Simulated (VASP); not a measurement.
Consider the following.

```
Ga2AsP
1.0
    1.96098     1.13217     6.39809
   -1.96098     1.13217     6.39809
    0.00000    -2.26435     6.39809
Ga P As
2 1 1
Direct
  0.99744   0.99744   0.99744
  0.50254   0.50254   0.50254
  0.62514   0.62514   0.62514
  0.12489   0.12489   0.12489
```

These are PBEsol GGA, VASP's PBE PAW potentials (set 64) (plane waves; VASP 6.6.1) values and carry that method's errors. Settings: 400 eV cut-off, 7×7×7 Γ-centred mesh, tetrahedra with Blöchl corrections, potentials Ga_d P As.

The cores are frozen, which limits the accuracy of field gradients.

**Question.** Give the principal components of the electric field gradient (V/Å²) and the asymmetry η at each nucleus.

**Answer.** 
```tsv
atom	Vxx	Vyy	Vzz	η
Ga1	-2.2	-2.2	4.3	0.00
Ga2	2.0	2.0	-4.0	0.00
P3	3.3	3.3	-6.5	0.00
As4	-8.9	-8.9	17.8	0.00
```

The structure comes from a computed database's Ga2AsP entry (R3m); how it stands against other phases isn't given here. It was relaxed first.
